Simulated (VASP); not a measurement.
A run of VASP 6.6.1:

File INCAR:

```
PREC = Accurate
ENCUT = 520
EDIFF = 1E-6
ISMEAR = 1
SIGMA = 0.1
LREAL = F
LASPH = T
NELM = 100
ALGO = Normal
ISIF = 2
LWAVE = F
LCHARG = F
GGA = CA
NBANDS = 20
```

Contents of KPOINTS:

```
Automatic mesh
0
Gamma
  3 3 3
```

Contents of POSCAR:

```
Na3Al
1.0
    0.0000000000      3.8330040000      3.8330040000
    3.8330040000      0.0000000000      3.8330040000
    3.8330040000      3.8330040000      0.0000000000
Na Al
3 1
Direct
    0.2500000000      0.2500000000      0.2500000000
    0.7500000000      0.7500000000      0.7500000000
    0.5000000000      0.5000000000      0.5000000000
    0.0000000000      0.0000000000      0.0000000000
```

Potentials or basis: VASP PAW LDA potentials, release 64 (Na_pv, Al).

Command:

```bash
$ cat potpaw_LDA.64/Na_pv/POTCAR potpaw_LDA.64/Al/POTCAR > POTCAR
$ mpirun -np 1 vasp_std > vasp.out
```

Hardware: 1 thread of Intel(R) Xeon(R) Platinum 8488C (Sapphire Rapids) (shared host).

**Question.** How long does it take, and how much memory?

**Answer.** Wall time 8.6 s on 1 thread of Intel(R) Xeon(R) Platinum 8488C (Sapphire Rapids), with other jobs on the host, peak memory 0.18 GiB. Counts: scf iterations 12, k points 4.
